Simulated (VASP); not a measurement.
# A VASP study of AlN (PBE): structure first, properties next, part 2 of 4

What structure and properties does PBE give AlN, and how near are they to the measured ones? The start is a cell from a database of measured crystal structures.

VASP 6.6.1; PBE; plane waves and PAW (Al, N).

So far, gap on the k-mesh (eV): step 2 (full relaxation (PBE)) 4.06. The relaxed cell has a = 3.128, c = 5.018 Å (conventional setting).

The database entry behind the starting cell differs from later determinations by our own check (inner coordinate u about 0.002 short), so it need not match the best structure at ambient conditions.

**4. Single point with fields (PBE)**

The relaxed cell gets a fresh self-consistent run, on a basis set for its own volume, to fix the density and to check the remaining stress.

Contents of INCAR:

```
SYSTEM = AlN
PREC = Accurate
ENCUT = 520
EDIFF = 1E-06
NELM = 100
ISMEAR = 0
SIGMA = 0.05
LREAL = .FALSE.
ALGO = Normal
GGA = PE
NBANDS = 14
LORBIT = 11
LWAVE = .FALSE.
LCHARG = .TRUE.
ISIF = 2
LELF = .TRUE.
LVHAR = .TRUE.
```

Contents of POSCAR:

```
AlN
1.0
    3.1279388183      0.0000000000      0.0000000000
   -1.5639694091      2.7088744781      0.0000000000
    0.0000000000      0.0000000000      5.0184391277
Al N
2 2
Direct
    0.3333333333      0.6666666667      0.9993397674
    0.6666666667      0.3333333333      0.4993397674
    0.3333333333      0.6666666667      0.3806602326
    0.6666666667      0.3333333333      0.8806602326
```

Contents of KPOINTS:

```
Automatic mesh
0
Gamma
8 8 5
0 0 0
```

PAW data sets: Al and N (PBE family, release 64).

Command:

```
mpirun -np 4 vasp_std
```

Log:

```text
[banner, memory and clock lines left out]
running    4 mpi-ranks, on    1 nodes
 distrk:  each k-point on    4 cores,    1 groups
 distr:  one band on    1 cores,    4 groups

 POSCAR found type information on POSCAR AlN
 POSCAR found :  2 types and       4 ions
 LDA part: xc-table for (Slater+PW92), standard interpolation
|                                                                             |
|           W    W    AA    RRRRR   N    N  II  N    N   GGGG   !!!           |
|           W    W   A  A   R    R  NN   N  II  NN   N  G    G  !!!           |
|           W    W  A    A  R    R  N N  N  II  N N  N  G       !!!           |
|           W WW W  AAAAAA  RRRRR   N  N N  II  N  N N  G  GGG   !            |
|           WW  WW  A    A  R   R   N   NN  II  N   NN  G    G                |
|           W    W  A    A  R    R  N    N  II  N    N   GGGG   !!!           |
|                                                                             |
|     The number of bands has been changed from the values supplied in        |
|     The orbitals not found in the WAVECAR file will be initialized with     |
|     random numbers, which is usually adequate. For correlated               |
|     calculations, however, you should redo the groundstate calculation.     |
|     I found NBANDS = 14. Now, NBANDS = 16.                                  |
|                                                                             |

 POSCAR, INCAR and KPOINTS ok, starting setup
 FFT: planning ... GRIDC
 FFT: planning ... GRID_SOFT
 FFT: planning ... GRID
 WAVECAR not read
 entering main loop
       N       E                     dE             d eps       ncg     rms          rms(c)
DAV:   1     0.432193690299E+02    0.43219E+02   -0.73068E+03   960   0.893E+02
DAV:   2    -0.307930353532E+02   -0.74012E+02   -0.68001E+02  1352   0.187E+02
DAV:   3    -0.344392492452E+02   -0.36462E+01   -0.36370E+01  1160   0.433E+01
DAV:   4    -0.344617937266E+02   -0.22544E-01   -0.22543E-01  1216   0.385E+00
DAV:   5    -0.344620861333E+02   -0.29241E-03   -0.29240E-03  1240   0.446E-01    0.121E+01
DAV:   6    -0.297656885088E+02    0.46964E+01   -0.10682E+01  1136   0.236E+01    0.411E+00
DAV:   7    -0.297922072752E+02   -0.26519E-01   -0.65798E-01  1032   0.571E+00    0.292E+00
DAV:   8    -0.297850757182E+02    0.71316E-02   -0.61772E-02  1080   0.229E+00    0.620E-01
DAV:   9    -0.297798884843E+02    0.51872E-02   -0.12271E-02  1280   0.818E-01    0.251E-01
DAV:  10    -0.297805247019E+02   -0.63622E-03   -0.23478E-03  1064   0.305E-01    0.136E-01
DAV:  11    -0.297804390079E+02    0.85694E-04   -0.18142E-04  1160   0.103E-01    0.342E-02
DAV:  12    -0.297804422021E+02   -0.31942E-05   -0.12123E-05  1056   0.278E-02    0.720E-03
DAV:  13    -0.297804420158E+02    0.18639E-06   -0.44832E-06  1112   0.162E-02
   1 F= -.29780442E+02 E0= -.29780442E+02  d E =-.411794E-16
```

Wall time 19 s (4 MPI ranks of AMD EPYC 7571, shared host); peak memory 0.34 GiB.

Parts of OUTCAR (step 4):

```text
 Found     30 irreducible k-points:

   k-points           NKPTS =     30   k-points in BZ     NKDIM =     30   number of bands    NBANDS=     16

   NELECT =      16.0000    total number of electrons

 E-fermi :   6.2375

 k-point     1 :       0.0000    0.0000    0.0000
  band No.  band energies     occupation
    ...
      4       5.1360      2.00000
      5       5.1360      2.00000
      6       5.7766      2.00000
      7       5.7766      2.00000
      8       5.9711      2.00000
      9      10.0315      0.00000
     10      12.5046      0.00000
     11      16.4380      0.00000
     12      17.0218      0.00000
     13      17.0218      0.00000
    ...

 k-point     2 :       0.1250    0.0000    0.0000
  band No.  band energies     occupation
    ...
      4       4.2741      2.00000
      5       4.8974      2.00000
      6       4.9510      2.00000
      7       5.7368      2.00000
      8       5.8815      2.00000
      9      10.8674      0.00000
     10      13.2385      0.00000
     11      15.6485      0.00000
     12      15.9600      0.00000
     13      17.5713      0.00000
    ...

  Total        0.0186798      0.0186798     -0.0182677      0.0000000     -0.0000000      0.0000000
  in kB        0.7038271      0.7038271     -0.6883015      0.0000000     -0.0000000      0.0000000
  external PRESSURE =       0.2397842 kB  Pullay stress =       0.0000000 kB

 POSITION                                       TOTAL-FORCE (eV/Angst)
 -----------------------------------------------------------------------------------
     -0.00000      1.80592      5.01513        -0.000000      0.000000     -0.004408
      1.56397      0.90296      2.50591         0.000000     -0.000000     -0.004408
     -0.00000      1.80592      1.91032        -0.000000     -0.000000      0.004408
      1.56397      0.90296      4.41954         0.000000      0.000000      0.004408
 -----------------------------------------------------------------------------------
    total drift:                               -0.000000     -0.000000      0.000531

  FREE ENERGIE OF THE ION-ELECTRON SYSTEM (eV)
  ---------------------------------------------------
  free  energy   TOTEN  =       -29.7804420158 eV

  energy  without entropy=      -29.7804420158  energy(sigma->0) =      -29.78044202

[... 9 parts as in an earlier step ...]

[... 5 further parts left out ...]
```

This step gave:

```
SCF cycles   : 13
bands        : 16
Fermi energy : 6.237 eV
pressure     : 0.02398 GPa
```

Valence electrons inside each PAW sphere by angular momentum. Sphere charges, by row:

| atom | s (e) | p (e) | d (e) | tot (e) |
| --- | --- | --- | --- | --- |
| Al1 | 0.366 | 0.431 | 0 | 0.797 |
| Al2 | 0.366 | 0.431 | 0 | 0.797 |
| N3 | 1.222 | 2.627 | 0 | 3.849 |
| N4 | 1.222 | 2.627 | 0 | 3.849 |

ELF in the ac plane at fractional y = 0.333, with atoms of Al and N within 0.2 Å of it. It is the smooth field of the valence electrons, not physical close to the nuclei.

Values, 22 rows by 16 columns, each cell a mean:
```
0.72 0.47 0.21 0.16 0.36 0.66 0.80 0.85 0.84 0.77 0.65 0.63 0.74 0.83 0.85 0.81
0.73 0.48 0.22 0.18 0.37 0.67 0.80 0.85 0.82 0.63 0.33 0.27 0.54 0.78 0.84 0.82
0.68 0.44 0.20 0.17 0.34 0.62 0.77 0.82 0.79 0.58 0.25 0.19 0.47 0.75 0.82 0.80
0.60 0.36 0.17 0.14 0.27 0.53 0.71 0.80 0.80 0.71 0.55 0.51 0.66 0.79 0.81 0.75
0.49 0.26 0.12 0.10 0.20 0.41 0.62 0.75 0.81 0.82 0.81 0.80 0.82 0.82 0.78 0.67
0.33 0.16 0.08 0.07 0.12 0.27 0.48 0.67 0.79 0.85 0.87 0.88 0.86 0.81 0.71 0.55
0.19 0.11 0.07 0.07 0.09 0.16 0.30 0.51 0.69 0.79 0.84 0.85 0.82 0.73 0.57 0.36
0.15 0.12 0.11 0.11 0.12 0.14 0.19 0.29 0.43 0.59 0.69 0.71 0.63 0.49 0.33 0.21
0.21 0.24 0.26 0.26 0.25 0.23 0.19 0.16 0.15 0.21 0.30 0.33 0.24 0.16 0.14 0.17
0.41 0.46 0.48 0.48 0.47 0.43 0.33 0.19 0.07 0.03 0.04 0.04 0.03 0.04 0.12 0.29
0.62 0.64 0.64 0.64 0.64 0.62 0.54 0.36 0.15 0.03 0.01 0.00 0.01 0.07 0.27 0.51
0.72 0.73 0.72 0.72 0.72 0.72 0.67 0.51 0.28 0.09 0.01 0.01 0.02 0.16 0.45 0.66
0.72 0.73 0.73 0.73 0.73 0.73 0.68 0.55 0.33 0.12 0.03 0.02 0.05 0.22 0.50 0.67
0.68 0.70 0.70 0.70 0.70 0.69 0.64 0.52 0.34 0.16 0.06 0.04 0.09 0.25 0.48 0.62
0.60 0.64 0.66 0.66 0.65 0.61 0.55 0.44 0.30 0.17 0.10 0.08 0.12 0.23 0.39 0.52
0.49 0.56 0.59 0.59 0.57 0.51 0.42 0.32 0.21 0.14 0.10 0.09 0.11 0.17 0.27 0.39
0.33 0.43 0.49 0.50 0.45 0.37 0.27 0.18 0.12 0.09 0.07 0.07 0.08 0.10 0.15 0.23
0.19 0.27 0.34 0.35 0.30 0.23 0.16 0.12 0.10 0.09 0.09 0.09 0.09 0.09 0.10 0.14
0.15 0.17 0.20 0.21 0.19 0.16 0.15 0.16 0.18 0.20 0.22 0.22 0.21 0.19 0.16 0.15
0.21 0.15 0.12 0.12 0.14 0.19 0.27 0.35 0.42 0.46 0.48 0.49 0.47 0.43 0.37 0.29
0.41 0.23 0.12 0.11 0.18 0.34 0.51 0.62 0.67 0.70 0.71 0.71 0.70 0.68 0.64 0.55
0.62 0.37 0.16 0.13 0.28 0.54 0.71 0.78 0.81 0.80 0.79 0.78 0.80 0.81 0.79 0.74
```
Columns run along a (3.1 Å), rows up along c (5.0 Å). Atoms in or near the plane, at fractional coordinates: Al at (0.67, 0.50), N at (0.67, 0.88).

Electrostatic potential energy in the ac plane at fractional y = 0.333, with atoms of Al and N within 0.2 Å of it. With pseudopotentials it is smooth inside the atoms' cores, unlike the true potential.

Values in eV, 22 rows by 16 columns, each cell a mean:
```
 -3  -5  -7  -8  -6  -4  -2  -3 -13 -35 -46 -47 -41 -19  -4  -2
 -2  -3  -4  -5  -4  -2  -2  -4 -28 -49 -42 -40 -49 -37  -9  -2
  0  -1  -2  -2  -1   0  -1  -5 -30 -49 -38 -35 -48 -40 -10  -1
  2   1   1   1   1   2   1  -2 -18 -42 -47 -46 -46 -27  -5   1
  3   3   2   2   2   3   2   1  -5 -17 -29 -31 -22  -8   0   2
  3   3   3   3   3   3   2   1  -1  -3  -6  -6  -4  -2   1   2
  2   3   3   3   3   2   1  -1  -3  -6  -8  -8  -6  -4  -2   0
  0   2   3   3   2   1  -2  -5 -10 -18 -24 -25 -20 -13  -6  -3
 -2   1   2   3   2  -1  -4 -11 -25 -43 -55 -57 -48 -31 -15  -6
 -3   0   2   2   1  -2  -6 -19 -42 -66 -71 -72 -68 -51 -25  -9
 -3   0   2   2   1  -2  -7 -23 -51 -72 -72 -72 -72 -61 -31 -11
 -3   0   1   1   1  -2  -6 -20 -44 -69 -72 -72 -70 -53 -27  -9
 -2   1   1   1   1  -1  -4 -12 -28 -47 -61 -63 -53 -34 -16  -5
  0   1   1   1   1   0  -2  -5 -12 -22 -30 -31 -25 -15  -7  -3
  2   2   2   2   2   2   1  -2  -4  -8 -10 -11  -9  -5  -2   0
  3   3   3   3   3   3   2   1   0  -2  -3  -3  -2  -1   1   2
  3   3   3   3   3   3   3   2   2   1   1   1   1   2   2   3
  2   1   1   1   1   2   2   2   3   3   3   3   3   3   3   2
  0  -1  -2  -2  -1   0   1   2   3   3   3   3   3   3   2   1
 -2  -4  -5  -5  -4  -2   0   1   2   3   3   3   3   3   2   0
 -3  -5  -7  -8  -7  -4  -2   0   1   1   1   1   1   1   1  -1
 -4  -6  -9  -9  -8  -5  -2  -1  -1  -6 -13 -14  -8  -2  -1  -1
```
Columns run along a (3.1 Å; values clipped at the 3rd and 97th percentile), rows up along c (5.0 Å). Atoms in or near the plane, at fractional coordinates: Al at (0.67, 0.50), N at (0.67, 0.88).

Valence density in the ac plane at fractional y = 0.333, with atoms of Al and N within 0.2 Å of it. It is the smooth field of the valence electrons, not physical close to the nuclei.

Ten even steps from '0' (0.0 e/Å³) to '9' (3.7 e/Å³):
```
0000001235776421
1000001258998631
1000001358999631
0000001258999631
0000001236886421
0000000123554210
0000000112222110
0000000011111100
0000000000110000
0000000000000000
0000000000000000
0000000000000000
0000000000000000
0111110000000000
1111111000000000
1111110000000000
0111110000000000
0011000000000000
0000000000000000
0000000000000000
0000000000000000
0000000000000000
0000000000000000
0000000000000000
0000000011121110
0000001123343211
```
Columns run along a (3.1 Å), rows up along c (5.0 Å). Atoms in or near the plane, at fractional coordinates: Al at (0.67, 0.50), N at (0.67, 0.88).

In this run the pressure is 0.02 GPa, small enough to go on.

**5. Band structure (PBE)**

Levels along the symmetry lines show where the bands peak and cross; KPOINTS_OPT computes them in the converged potential.

Contents of INCAR:

```
SYSTEM = AlN
PREC = Accurate
ENCUT = 520
EDIFF = 1E-06
NELM = 100
ISMEAR = 0
SIGMA = 0.05
LREAL = .FALSE.
ALGO = Normal
GGA = PE
NBANDS = 22
LORBIT = 11
LWAVE = .FALSE.
LCHARG = .FALSE.
KPAR = 4
```

POSCAR is that of step 4.

KPOINTS is that of step 4.

Contents of KPOINTS_OPT:

```
Line mode
16
Line-mode
Reciprocal
  0.00000000   0.00000000   0.00000000 GAMMA
  0.50000000   0.00000000   0.00000000 M

  0.50000000   0.00000000   0.00000000 M
  0.33333333   0.33333333   0.00000000 K

  0.33333333   0.33333333   0.00000000 K
  0.00000000   0.00000000   0.00000000 GAMMA

  0.00000000   0.00000000   0.00000000 GAMMA
  0.00000000   0.00000000   0.50000000 A

  0.00000000   0.00000000   0.50000000 A
  0.50000000   0.00000000   0.50000000 L

  0.50000000   0.00000000   0.50000000 L
  0.33333333   0.33333333   0.50000000 H

  0.33333333   0.33333333   0.50000000 H
  0.00000000   0.00000000   0.50000000 A

  0.50000000   0.00000000   0.50000000 L
  0.50000000   0.00000000   0.00000000 M

  0.33333333   0.33333333   0.00000000 K
  0.33333333   0.33333333   0.50000000 H
```

Command:

```
mpirun -np 4 vasp_std
```

Log:

```text
[... set-up lines as in an earlier step ...]
 entering main loop
       N       E                     dE             d eps       ncg     rms          rms(c)
DAV:   1     0.370095423101E+02    0.37010E+02   -0.68850E+03  1320   0.649E+02
DAV:   2    -0.314290246887E+02   -0.68439E+02   -0.64255E+02  1644   0.158E+02
DAV:   3    -0.344433384858E+02   -0.30143E+01   -0.29955E+01  1652   0.308E+01
DAV:   4    -0.344618271857E+02   -0.18489E-01   -0.18487E-01  1530   0.265E+00
DAV:   5    -0.344620869284E+02   -0.25974E-03   -0.25974E-03  1632   0.317E-01    0.121E+01
DAV:   6    -0.297650001250E+02    0.46971E+01   -0.71232E+00  1594   0.172E+01    0.396E+00
DAV:   7    -0.297925418585E+02   -0.27542E-01   -0.64756E-01  1566   0.451E+00    0.297E+00
DAV:   8    -0.297865468875E+02    0.59950E-02   -0.60162E-02  1434   0.179E+00    0.837E-01
DAV:   9    -0.297800076678E+02    0.65392E-02   -0.83430E-03  1578   0.633E-01    0.292E-01
DAV:  10    -0.297804924422E+02   -0.48477E-03   -0.23151E-03  1524   0.251E-01    0.130E-01
DAV:  11    -0.297804391399E+02    0.53302E-04   -0.10866E-04  1584   0.738E-02    0.339E-02
DAV:  12    -0.297804424091E+02   -0.32693E-05   -0.98539E-06  1514   0.189E-02    0.745E-03
DAV:  13    -0.297804419583E+02    0.45089E-06   -0.27835E-06  1582   0.110E-02
   1 F= -.29780442E+02 E0= -.29780442E+02  d E =-.293446E-21
 Start KPOINTS_OPT (optional k-point list driver)
k-point batch [1-30\144]
       N       E                     dE             ncg
DAV:   1     0.230400315387E+04   -0.11073E+05     1320
DAV:   2     0.453078810279E+03   -0.18509E+04     1704
DAV:   3     0.370331231197E+03   -0.82748E+02     1628
DAV:   4     0.369787188392E+03   -0.54404E+00     1542
DAV:   5     0.369778954075E+03   -0.82343E-02     1620
DAV:   6     0.369778777434E+03   -0.17664E-03     1518
DAV:   7     0.369778773255E+03   -0.41797E-05     1550
DAV:   8     0.369778773072E+03   -0.18261E-06     1134
[...]
k-point batch [121-144\144]
       N       E                     dE             ncg
DAV:   1     0.565062752037E+04   -0.14850E+05     1056
DAV:   2     0.431949130814E+04   -0.13311E+04     1364
DAV:   3     0.426655410615E+04   -0.52937E+02     1338
DAV:   4     0.426619321791E+04   -0.36089E+00     1236
DAV:   5     0.426618737298E+04   -0.58449E-02     1304
DAV:   6     0.426618724833E+04   -0.12465E-03     1230
DAV:   7     0.426618724551E+04   -0.28240E-05     1202
DAV:   8     0.426618724533E+04   -0.17455E-06      876
```

Wall time 61 s (4 MPI ranks); peak memory 0.6 GiB; 3.6 min of CPU time.

From OUTCAR (step 5):

```text
   k-points           NKPTS =     30   k-points in BZ     NKDIM =     30   number of bands    NBANDS=     22

   NELECT =      16.0000    total number of electrons

 E-fermi :   6.2884

 k-point     1 :       0.0000    0.0000    0.0000
  band No.  band energies     occupation
    ...
      4       5.1361      2.00000
      5       5.1361      2.00000
      6       5.7767      2.00000
      7       5.7767      2.00000
      8       5.9712      2.00000
      9      10.0316      0.00000
     10      12.5047      0.00000
     11      16.4380      0.00000
     12      17.0218      0.00000
     13      17.0218      0.00000
    ...

  Total        0.0175022      0.0175022     -0.0194474      0.0000000      0.0000000      0.0000000
  in kB        0.6594568      0.6594568     -0.7327523      0.0000000      0.0000000      0.0000000
  external PRESSURE =       0.1953871 kB  Pullay stress =       0.0000000 kB

 POSITION                                       TOTAL-FORCE (eV/Angst)
 -----------------------------------------------------------------------------------
     -0.00000      1.80592      5.01513         0.000000      0.000000     -0.004416
      1.56397      0.90296      2.50591        -0.000000      0.000000     -0.004416
     -0.00000      1.80592      1.91032         0.000000     -0.000000      0.004416
      1.56397      0.90296      4.41954        -0.000000      0.000000      0.004416
 -----------------------------------------------------------------------------------
    total drift:                               -0.000000     -0.000000      0.000625

  FREE ENERGIE OF THE ION-ELECTRON SYSTEM (eV)
  ---------------------------------------------------
  free  energy   TOTEN  =       -29.7804419583 eV

  energy  without entropy=      -29.7804419583  energy(sigma->0) =      -29.78044196

[... 8 parts as in an earlier step ...]

[... 8 further parts left out ...]
```

Numbers from this step:

| Property | Result |
| --- | --- |
| bands | 22 |
| Fermi energy | 6.288 eV |
| pressure | 0.01954 GPa |
| least gap on mesh and path | 4.060 eV |
| least direct gap on mesh and path | 4.060 eV |

The electronic bands at the labelled points (eV, zero at the valence-band top; v1 is the highest filled band, c1 the lowest empty one):

```
          point     v4     v3     v2     v1    c1    c2     c3     c4
              Γ  -0.84  -0.19  -0.19   0.00  4.06  6.53  10.47  11.05
0.47 of the way  -2.25  -1.47  -0.37  -0.37  5.96  7.63   8.18   9.78
              M  -3.29  -2.05  -1.74  -0.68  5.76  5.77   8.04  10.16
0.53 of the way  -3.05  -3.01  -1.85  -1.59  5.46  7.22   8.80   9.93
              K  -3.75  -2.41  -2.34  -2.34  5.05  8.29   9.56   9.56
0.47 of the way  -3.49  -1.81  -0.98  -0.67  6.89  7.15   8.41   9.16
              Γ  -0.84  -0.19  -0.19   0.00  4.06  6.53  10.47  11.05
0.53 of the way  -0.73  -0.73  -0.31  -0.31  5.13  6.65  10.10  11.03
              A  -0.52  -0.52  -0.52  -0.52  6.33  6.33  10.18  10.18
0.47 of the way  -1.55  -1.55  -0.97  -0.97  6.56  6.56   9.32   9.32
              L  -1.43  -1.43  -1.34  -1.34  5.25  5.25   9.16   9.16
0.53 of the way  -2.80  -2.80  -0.91  -0.91  6.19  6.19   9.03   9.03
              H  -3.79  -3.79  -0.79  -0.79  7.36  7.36   7.72   7.72
0.53 of the way  -1.70  -1.70  -1.18  -1.18  6.70  6.70   9.31   9.31
              A  -0.52  -0.52  -0.52  -0.52  6.33  6.33  10.18  10.18
      jump to L  -1.43  -1.43  -1.34  -1.34  5.25  5.25   9.16   9.16
0.47 of the way  -2.45  -1.86  -1.15  -0.95  4.98  5.85   9.14   9.41
              M  -3.29  -2.05  -1.74  -0.68  5.76  5.77   8.04  10.16
      jump to K  -3.75  -2.41  -2.34  -2.34  5.05  8.29   9.56   9.56
0.47 of the way  -4.34  -2.84  -1.54  -1.54  5.77  8.17   8.64   8.64
              H  -3.79  -3.79  -0.79  -0.79  7.36  7.36   7.72   7.72
```

The largest weight of each band there:

| point | v4 | v3 | v2 | v1 | c1 | c2 | c3 | c4 |
| --- | --- | --- | --- | --- | --- | --- | --- | --- |
| Γ | N 0.90 | N 0.97 | N 0.97 | N 0.97 | N 0.74 | Al 0.65 | N 0.92 | Al 0.98 |
| M | N 0.74 | N 0.81 | N 0.82 | N 0.90 | N 0.69 | Al 0.78 | N 0.54 | N 0.91 |
| K | N 0.66 | N 0.84 | N 0.78 | N 0.78 | Al 0.91 | N 0.99 | N 0.85 | N 0.85 |
| Γ | N 0.90 | N 0.97 | N 0.97 | N 0.97 | N 0.74 | Al 0.65 | N 0.92 | Al 0.98 |
| A | N 0.93 | N 0.93 | N 0.93 | N 0.93 | N 0.70 | N 0.70 | Al 0.58 | Al 0.58 |
| L | N 0.85 | N 0.85 | N 0.87 | N 0.87 | Al 0.56 | Al 0.56 | Al 0.86 | Al 0.86 |

The path finds the gap of the mesh within 0.02 eV, so the mesh comes close to both band edges.

[end of part 2 of 4]

[Lines on the potential files, build, host, timing and source positions are cut from VASP's logs without a mark.]

[Logs are printed without paths, hosts, clocks, repeated set-up lines and the standing remarks that a program may print on its own settings, such as how far it seeks lower states.]

[Hosts, paths, dates, database ids (printed as entryN), source tags and the programs' standing remarks are cut or masked in the printed files.]

[Measured values are set beside computed ones only where the two were judged alike; some that the calculation misses by far are left out.]
